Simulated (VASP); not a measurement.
The cell holds one KBr (rock salt) (110) slab, with vacuum along c, ions free to move until forces fall under 0.03 eV/Å, no reconstruction beyond this cell, dipole correction on. Ionisation potential and electron affinity count from the cell's own band edges, surface states included.

Data:

```xyz
8
Lattice="4.6702 0.0000 0.0000 0.0000 6.6047 0.0000 0.0000 0.0000 24.3510" Properties=species:S:1:pos:R:3 pbc="T T T"
K      0.0000     0.0000     8.7794
K      2.3351     3.3023    10.9298
K      0.0000     0.0000    13.4212
K      2.3351     3.3023    15.5716
Br     2.3351     0.0000    10.9861
Br     0.0000     3.3023     8.7010
Br     2.3351     0.0000    15.6500
Br     0.0000     3.3023    13.3648
```

All values below come from r2SCAN meta-GGA, VASP's PBE PAW potentials (set 64) (plane waves; VASP). Numerical set-up: 400 eV cut-off, 5×3×1 Γ-centred mesh, Gaussian smearing of 0.050 eV, potentials K_sv Br.

```json
{
  "surface_energy": "0.26 J/m²",
  "ionisation_potential": "5.82 eV",
  "electron_affinity": "1.22 eV",
  "band gap (on the k-mesh)": "4.60 eV"
}
```

The cell is a thin slab with vacuum, built from KBr (rock salt): (110) face.
